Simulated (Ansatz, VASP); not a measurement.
# Cross-check of SnSe2 between VASP and Ansatz

Wanted: the spread between two codes on one cell, functional and k mesh. The cell is taken from a series of runs on this material, whose earlier steps may have relaxed, scaled, displaced or heated it; both programs get it as it stands.

Program: Ansatz 0.2.0. Level of theory: plane waves, with VASP 6.6.1 beside it; dielectric response at PBE. Results are calculated unless marked as measured.

In doubt: the program warns that the response may not be converged on this k-mesh (step 3), which bears on dielectric and field responses.

## (1) The structure

It takes space group P-3m1 (No. 164, trigonal). The conventional cell has a = 3.811 Å, b = 3.811 Å, c = 6.136 Å, α = 90.00°, β = 90.00°, γ = 120.00°. Sn has 6 Se at 2.72 Å nearest. Nearest to Se lie 3 Sn at 2.72 Å. Farther neighbours and most contacts between anions are not listed.

Coordinates:

```xyz
3
Lattice="3.8110 0.0000 0.0000 -1.9055 3.3004 0.0000 0.0000 0.0000 6.1360" Properties=species:S:1:pos:R:3 pbc="T T T"
Sn    0.0000    0.0000    0.0000
Se    0.0000    2.2003    1.6042
Se    1.9055    1.1001    4.5318
```

## (2) VASP: dielectric response, PBE

The response to a field tests empty states and converges slowly with the mesh.

Lines of VASP's logs that name or quote its potential files are left out, and so is its time.

Contents of INCAR:

```
SYSTEM = SnSe2
PREC = Accurate
ENCUT = 400
EDIFF = 1E-08
NELM = 120
ISMEAR = 0
SIGMA = 0.01
LREAL = .FALSE.
ALGO = Normal
GGA = PE
NBANDS = 19
LORBIT = 11
LWAVE = .FALSE.
LCHARG = .FALSE.
ISIF = 2
LEPSILON = .TRUE.
LASPH = .TRUE.
GGA_COMPAT = .FALSE.
EFERMI = MIDGAP
KPAR = 2
```

Contents of POSCAR:

```
SnSe2
1.0
    3.8110000000      0.0000000000      0.0000000000
   -1.9055000000      3.3004228138      0.0000000000
    0.0000000000      0.0000000000      6.1360000000
Sn Se
1 2
Direct
    0.0000000000      0.0000000000      0.0000000000
    0.3333333333      0.6666666667      0.2614399677
    0.6666666667      0.3333333333      0.7385600323
```

Contents of KPOINTS:

```
Automatic mesh
0
Gamma
6 6 4
0 0 0
```

PAW data sets: Sn_d and Se (PBE family, release 64).

Launch:

```sh
> mpirun -np 2 vasp_std
```

Numbers of over 12 decimals in the logs are rounded to 6 here.

The log of the run:

```text
[banner, memory and clock lines left out]
running    2 mpi-ranks, on    1 nodes
 distrk:  each k-point on    1 cores,    2 groups
 distr:  one band on    1 cores,    1 groups

 POSCAR found type information on POSCAR SnSe
 POSCAR found :  2 types and       3 ions
 LDA part: xc-table for (Slater+PW92), standard interpolation
 POSCAR, INCAR and KPOINTS ok, starting setup
 FFT: planning ... GRIDC
 FFT: planning ... GRID_SOFT
 FFT: planning ... GRID
 WAVECAR not read
 entering main loop
       N       E                     dE             d eps       ncg     rms          rms(c)
DAV:   1     0.181274892944E+03    0.18127E+03   -0.10858E+04   940   0.130E+03
DAV:   2     0.789077860909E+01   -0.17338E+03   -0.16834E+03  1008   0.338E+02
DAV:   3    -0.113967986204E+02   -0.19288E+02   -0.18697E+02  1112   0.107E+02
DAV:   4    -0.120342095637E+02   -0.63741E+00   -0.63602E+00  1064   0.207E+01
DAV:   5    -0.120499755383E+02   -0.15766E-01   -0.15765E-01  1253   0.332E+00    0.495E+00
DAV:   6    -0.118120926377E+02    0.23788E+00   -0.52970E-01  1351   0.761E+00    0.319E+00
DAV:   7    -0.117963545521E+02    0.15738E-01   -0.14819E-01  1045   0.245E+00    0.103E+00
DAV:   8    -0.117965356874E+02   -0.18114E-03   -0.11427E-02  1116   0.995E-01    0.275E-01
DAV:   9    -0.117970157475E+02   -0.48006E-03   -0.15335E-03  1015   0.286E-01    0.829E-02
DAV:  10    -0.117970226136E+02   -0.68661E-05   -0.12138E-04  1182   0.756E-02    0.332E-02
DAV:  11    -0.117970515694E+02   -0.28956E-04   -0.46926E-05   951   0.386E-02    0.884E-03
DAV:  12    -0.117970514839E+02    0.85416E-07   -0.22468E-06  1233   0.117E-02    0.635E-03
DAV:  13    -0.117970519984E+02   -0.51444E-06   -0.20814E-06   954   0.803E-03    0.253E-03
DAV:  14    -0.117970520823E+02   -0.83920E-07   -0.43400E-08  1115   0.130E-03    0.132E-03
DAV:  15    -0.117970521372E+02   -0.54852E-07   -0.19452E-08   790   0.911E-04    0.390E-04
DAV:  16    -0.117970521713E+02   -0.34108E-07   -0.24154E-09   628   0.302E-04    0.821E-05
DAV:  17    -0.117970521704E+02    0.83674E-09   -0.26847E-10   510   0.139E-04
   1 F= -.11797052E+02 E0= -.11797052E+02  d E =0.000000E+00
 Linear response reoptimize wavefunctions to high precision
DAV:   1    -0.117970521679E+02    0.25302E-08   -0.63583E-11   516   0.666E-05
DAV:   2    -0.117970521679E+02   -0.10004E-10   -0.14446E-11   492   0.353E-05
 Linear response G [H, r] |phi>, progress :
  Direction:   1
       N       E                     dE             d eps       ncg     rms
RMM:   1    -0.512770380859E+02   -0.51277E+02    0.10972E+03  1138   0.304E+02
RMM:   2    -0.884326238389E+02   -0.37156E+02   -0.52964E+01  1808   0.435E+01
RMM:   3    -0.886082438243E+02   -0.17562E+00   -0.14337E+00  1805   0.981E+00
RMM:   4    -0.886202421349E+02   -0.11998E-01   -0.58444E-02  1957   0.279E+00
RMM:   5    -0.886341247675E+02   -0.13883E-01   -0.26490E-02  1983   0.976E-01
RMM:   6    -0.886349531537E+02   -0.82839E-03   -0.71456E-03  2025   0.353E-01
RMM:   7    -0.886350234867E+02   -0.70333E-04   -0.78561E-04  2010   0.119E-01
RMM:   8    -0.886350490552E+02   -0.25569E-04   -0.15516E-04  2059   0.473E-02
RMM:   9    -0.886350554864E+02   -0.64312E-05    0.23660E-05  2025   0.174E-02
RMM:  10    -0.886350392762E+02    0.16210E-04   -0.11311E-03  1945   0.685E-03
RMM:  11    -0.886350410676E+02   -0.17913E-05    0.16827E-04  1762   0.261E-03
RMM:  12    -0.886350405486E+02    0.51900E-06    0.68627E-05  1412   0.124E-03
RMM:  13    -0.886350410237E+02   -0.47516E-06    0.13086E-05  1164   0.780E-04
RMM:  14    -0.886350407503E+02    0.27339E-06   -0.15716E-05  1027   0.568E-04
RMM:  15    -0.886350407400E+02    0.10342E-07   -0.23400E-05   941   0.483E-04
RMM:  16    -0.886350409288E+02   -0.18881E-06   -0.13943E-05   881   0.443E-04
RMM:  17    -0.886350409355E+02   -0.67108E-08   -0.14332E-05   847   0.421E-04
RMM:  18    -0.886350409325E+02    0.30113E-08   -0.48448E-06   825   0.410E-04
RMM:  19    -0.886350409260E+02    0.65246E-08   -0.14587E-05   813   0.398E-04
RMM:  20    -0.886350409301E+02   -0.41733E-08    0.14206E-06   806   0.396E-04
 Linear response G [H, r] |phi>, progress :
  Direction:   2
       N       E                     dE             d eps       ncg     rms
RMM:   1    -0.580769240169E+02   -0.58077E+02    0.10312E+03  1144   0.302E+02
RMM:   2    -0.938397229982E+02   -0.35763E+02   -0.50875E+01  1779   0.431E+01
RMM:   3    -0.940382291380E+02   -0.19851E+00   -0.12538E+00  1795   0.100E+01
RMM:   4    -0.940944059438E+02   -0.56177E-01   -0.16353E-01  1955   0.269E+00
RMM:   5    -0.940964811699E+02   -0.20752E-02   -0.16033E-02  1974   0.980E-01
RMM:   6    -0.940982186784E+02   -0.17375E-02   -0.70736E-03  2026   0.340E-01
RMM:   7    -0.940982578194E+02   -0.39141E-04   -0.10481E-03  2009   0.130E-01
RMM:   8    -0.940982640592E+02   -0.62398E-05    0.86114E-05  2049   0.488E-02
RMM:   9    -0.940982709690E+02   -0.69097E-05    0.48876E-04  2022   0.179E-02
[...]
RMM:  17    -0.897263057805E+02   -0.23939E-07   -0.10195E-07   905   0.398E-04
RMM:  18    -0.897263057593E+02    0.21213E-07   -0.24343E-05   867   0.383E-04
RMM:  19    -0.897263057784E+02   -0.19164E-07    0.13458E-05   855   0.381E-04
 Linear response to external field (no local field effect), progress :
  Direction:   1
[...]
Direction:   3
       N       E                     dE             d eps       ncg     rms          rms(c)
RMM:   1    -0.129993190051E+01   -0.12999E+01   -0.23755E+00  1288   0.920E+00
RMM:   2    -0.285215300685E+01   -0.15522E+01   -0.19406E-01  1751   0.223E+00
RMM:   3    -0.286869148859E+01   -0.16538E-01   -0.10739E-02  1772   0.448E-01
RMM:   4    -0.286901461472E+01   -0.32313E-03   -0.51481E-04  1780   0.111E-01
RMM:   5    -0.286903087082E+01   -0.16256E-04   -0.54078E-05  1883   0.327E-02
RMM:   6    -0.286903150620E+01   -0.63538E-06   -0.37382E-06  1854   0.879E-03
RMM:   7    -0.286903158028E+01   -0.74083E-07    0.81538E-07  1817   0.283E-03
RMM:   8    -0.286903157937E+01    0.90836E-09    0.11526E-05  1661   0.105E-03
RMM:   9    -0.286903158121E+01   -0.18394E-08   -0.73415E-06  1377   0.412E-04
RMM:  10    -0.286903156658E+01    0.14630E-07    0.14794E-06  1021   0.214E-04
RMM:  11    -0.286903156763E+01   -0.10497E-08   -0.35980E-07   841   0.135E-04
RMM:  12    -0.286903156739E+01    0.23768E-09   -0.34665E-07   692   0.101E-04
RMM:  13    -0.286903156750E+01   -0.10342E-09   -0.11015E-07   604   0.754E-05
RMM:  14    -0.286903156758E+01   -0.80429E-10   -0.42708E-07   529   0.644E-05
RMM:  15    -0.286903156732E+01    0.26297E-09   -0.13305E-07   463   0.573E-05
RMM:  16    -0.286903156722E+01    0.92239E-10   -0.16826E-07   416   0.533E-05
RMM:  17    -0.286903156731E+01   -0.85530E-10   -0.14823E-07   379   0.510E-05
RMM:  18    -0.286903156726E+01    0.49446E-10   -0.34730E-08   359   0.497E-05
 change of polarisation eV/A/(eV/A) component  3 :    -0.342    -0.485     5.738
 dielectric tensor                  component  3 :    -0.802    -1.136    14.454
 Linear response to external field, progress :
  Direction:   1
       N       E                     dE             d eps       ncg     rms          rms(c)
RMM:   1    -0.126962652894E+01   -0.12696E+01   -0.82315E-01  2522   0.997E+00
RMM:   2    -0.313965394481E+01   -0.18700E+01   -0.19614E-01  3410   0.230E+00    0.246E+00
RMM:   3    -0.307321637305E+01    0.66438E-01   -0.11410E-01  3186   0.175E+00    0.135E+00
RMM:   4    -0.317442779736E+01   -0.10121E+00   -0.97137E-02  3292   0.164E+00    0.353E-01
RMM:   5    -0.322698906353E+01   -0.52561E-01   -0.41711E-03  3364   0.440E-01    0.478E-02
RMM:   6    -0.322610685294E+01    0.88221E-03   -0.24444E-04  3621   0.121E-01    0.307E-02
RMM:   7    -0.322947043803E+01   -0.33636E-02   -0.53403E-05  3393   0.458E-02    0.381E-03
RMM:   8    -0.322998098580E+01   -0.51055E-03    0.30107E-07  3710   0.137E-02    0.223E-03
RMM:   9    -0.322999301393E+01   -0.12028E-04    0.77425E-07  3500   0.477E-03    0.379E-04
RMM:  10    -0.322997153292E+01    0.21481E-04    0.14271E-06  3622   0.167E-03    0.152E-04
RMM:  11    -0.322997476183E+01   -0.32289E-05    0.13741E-06  3595   0.643E-04    0.424E-05
RMM:  12    -0.322997469649E+01    0.65344E-07   -0.33068E-08  3154   0.215E-04    0.247E-05
RMM:  13    -0.322997405713E+01    0.63936E-06   -0.11920E-08  1824   0.883E-05    0.105E-05
RMM:  14    -0.322997380341E+01    0.25371E-06    0.12050E-07  1295   0.651E-05    0.187E-06
 change of polarisation eV/A/(eV/A) component  1 :     6.033    -1.634     0.062
 dielectric tensor                  component  1 :    15.146    -3.832     0.145
 Linear response to external field, progress :
  Direction:   2
       N       E                     dE             d eps       ncg     rms          rms(c)
RMM:   1    -0.127831763459E+01   -0.12783E+01   -0.91006E-01  2461   0.986E+00
RMM:   2    -0.314006055985E+01   -0.18617E+01   -0.20110E-01  3443   0.228E+00    0.246E+00
RMM:   3    -0.307331022344E+01    0.66750E-01   -0.11466E-01  3194   0.175E+00    0.135E+00
RMM:   4    -0.317493587650E+01   -0.10163E+00   -0.98793E-02  3305   0.164E+00    0.351E-01
RMM:   5    -0.322676662526E+01   -0.51831E-01   -0.42503E-03  3423   0.445E-01    0.461E-02
RMM:   6    -0.322617200325E+01    0.59462E-03   -0.26560E-04  3640   0.122E-01    0.300E-02
RMM:   7    -0.322939064603E+01   -0.32186E-02   -0.49900E-05  3422   0.453E-02    0.396E-03
RMM:   8    -0.322998525895E+01   -0.59461E-03   -0.50530E-06  3688   0.142E-02    0.207E-03
RMM:   9    -0.322999714106E+01   -0.11882E-04   -0.95305E-07  3557   0.497E-03    0.395E-04
RMM:  10    -0.322997023563E+01    0.26905E-04    0.14307E-06  3697   0.174E-03    0.176E-04
RMM:  11    -0.322997476531E+01   -0.45297E-05    0.16448E-06  3723   0.623E-04    0.749E-05
RMM:  12    -0.322997607192E+01   -0.13066E-05    0.73416E-07  3084   0.248E-04    0.197E-05
RMM:  13    -0.322997526741E+01    0.80452E-06   -0.13291E-07  2298   0.104E-04    0.125E-05
RMM:  14    -0.322997484089E+01    0.42651E-06    0.20444E-07  1325   0.664E-05    0.384E-06
 change of polarisation eV/A/(eV/A) component  2 :    -1.634     6.033     0.000
 dielectric tensor                  component  2 :    -3.832    15.146     0.000
 Linear response to external field, progress :
  Direction:   3
       N       E                     dE             d eps       ncg     rms          rms(c)
RMM:   1    -0.129993190051E+01   -0.12999E+01   -0.23755E+00  1288   0.920E+00
RMM:   2    -0.285215422917E+01   -0.15522E+01   -0.19407E-01  1747   0.223E+00    0.323E+00
RMM:   3    -0.230054251873E+01    0.55161E+00   -0.54999E-01  1692   0.274E+00    0.105E+00
RMM:   4    -0.232753132449E+01   -0.26989E-01   -0.49859E-02  1741   0.927E-01    0.604E-01
RMM:   5    -0.238736465539E+01   -0.59833E-01   -0.17086E-02  1625   0.664E-01    0.118E-01
RMM:   6    -0.239119989343E+01   -0.38352E-02   -0.14500E-03  1826   0.188E-01    0.611E-02
RMM:   7    -0.240003326059E+01   -0.88334E-02   -0.34909E-04  1708   0.987E-02    0.210E-02
RMM:   8    -0.239979628932E+01    0.23697E-03    0.20688E-05  1811   0.249E-02    0.832E-03
RMM:   9    -0.240004249592E+01   -0.24621E-03   -0.66286E-05  1727   0.117E-02    0.158E-03
RMM:  10    -0.240003518890E+01    0.73070E-05   -0.10846E-06  1876   0.369E-03    0.830E-04
RMM:  11    -0.240005089866E+01   -0.15710E-04    0.21154E-05  1680   0.146E-03    0.172E-04
RMM:  12    -0.240004948441E+01    0.14143E-05    0.56372E-06  1894   0.398E-04    0.822E-05
RMM:  13    -0.240005064444E+01   -0.11600E-05    0.46847E-06  1481   0.162E-04    0.201E-05
RMM:  14    -0.240004929969E+01    0.13448E-05    0.76782E-06  1010   0.810E-05    0.655E-06
 change of polarisation eV/A/(eV/A) component  3 :    -0.404    -0.390     4.515
 dielectric tensor                  component  3 :    -0.947    -0.914    11.586
 Born effective charges drift removed
```

Parts of OUTCAR (step 2):

```text
ion  position               nearest neighbor table
   1  0.000  0.000  0.000-   2 2.72   3 2.72   2 2.72   3 2.72   3 2.72   2 2.72
   2  0.333  0.667  0.261-   1 2.72   1 2.72   1 2.72
   3  0.667  0.333  0.739-   1 2.72   1 2.72   1 2.72

  LATTYP: Found a hexagonal cell.
 ALAT       =     3.8110000000
 C/A-ratio  =     1.6100760955

 Subroutine GETGRP returns: Found 12 space group operations
 (whereof 12 operations were pure point group operations)

The static configuration has the point symmetry D_3d.

 Found     24 irreducible k-points:

   k-points           NKPTS =     24   k-points in BZ     NKDIM =     24   number of bands    NBANDS=     19

   dimension x,y,z NGX =    28 NGY =   28 NGZ =   40
   dimension x,y,z NGXF=    56 NGYF=   56 NGZF=   80

   ENCUT  =  400.0 eV  29.40 Ry    5.42 a.u.   6.21  6.21 10.01*2*pi/ulx,y,z

   NELECT =      26.0000    total number of electrons

 k-points in reciprocal lattice and weights: Automatic mesh
   0.00000000  0.00000000  0.00000000       0.007
   0.16666667 -0.00000000  0.00000000       0.042
   0.33333333  0.00000000  0.00000000       0.042
   0.50000000  0.00000000  0.00000000       0.021
   0.16666667  0.16666667  0.00000000       0.042
   0.33333333  0.16666667  0.00000000       0.083
   0.33333333  0.33333333  0.00000000       0.014
   0.00000000  0.00000000  0.25000000       0.014
   0.16666667 -0.00000000  0.25000000       0.042
[...]
0.33333333  0.16666667  0.50000000       0.083
   0.33333333  0.33333333  0.50000000       0.014

 average (electrostatic) potential at core
       1-102.6492       2 -53.3519       3 -53.3519

  Total        1.5059892      1.5059892      0.9599585     -0.0000000      0.0000000      0.0000000
  in kB       31.2635687     31.2635687     19.9282509     -0.0000000      0.0000000      0.0000000
  external PRESSURE =      27.4851295 kB  Pullay stress =       0.0000000 kB

  energy-cutoff  :      400.00
  volume of cell :       77.18
      direct lattice vectors                 reciprocal lattice vectors
     3.811000000  0.000000000  0.000000000     0.262398321  0.151495741  0.000000000
    -1.905500000  3.300422814  0.000000000     0.000000000  0.302991482  0.000000000
     0.000000000  0.000000000  6.136000000     0.000000000  0.000000000  0.162972621

 POSITION                                       TOTAL-FORCE (eV/Angst)
 -----------------------------------------------------------------------------------
      0.00000      0.00000      0.00000         0.000000      0.000000      0.000000
     -0.00000      2.20028      1.60420        -0.000000      0.000000      0.003324
      1.90550      1.10014      4.53180         0.000000      0.000000     -0.003324
 -----------------------------------------------------------------------------------
    total drift:                                0.000000     -0.000000      0.000000

 MACROSCOPIC STATIC DIELECTRIC TENSOR (including local field effects in DFT)
 ------------------------------------------------------
          15.146132     0.000000     0.000000
           0.000000    15.146132     0.000000
           0.000000     0.000000    11.586355
 ------------------------------------------------------

 PIEZOELECTRIC TENSOR (including local field effects)  for field in x, y, z        (C/m^2)
          XX          YY          ZZ          XY          YZ          ZX
  --------------------------------------------------------------------------------
  x     0.00000     0.00000     0.00000     0.00000     0.00000     0.00000
  y     0.00000     0.00000     0.00000     0.00000     0.00000     0.00000
  z     0.00000     0.00000     0.00000     0.00000     0.00000     0.00000

 BORN EFFECTIVE CHARGES (including local field effects) (in |e|, cummulative output)
 ---------------------------------------------------------------------------------
 ion    1
    1     5.30792     0.00000     0.00000
    2     0.00000     5.30792    -0.00000
    3     0.00000     0.00000     2.14350
 ion    2
    1    -2.65396     0.00000     0.00000
    2     0.00000    -2.65396     0.00000
    3     0.00000    -0.00000    -1.07175
 ion    3
    1    -2.65396     0.00000     0.00000
    2     0.00000    -2.65396     0.00000
    3     0.00000    -0.00000    -1.07175
```

The dielectric response converges more slowly with the mesh than energies do, so tensor and charges may still move on a finer one.

(Part 1 of 2 ends here.)

[Lines on the potential files, build, host, timing and source positions are cut from VASP's logs without a mark.]

[Logs are printed without paths, hosts, clocks, repeated set-up lines and the standing remarks that a program may print on its own settings, such as how far it seeks lower states.]

[Hosts, paths, dates, database ids (printed as entryN), source tags and the programs' standing remarks are cut or masked in the printed files.]
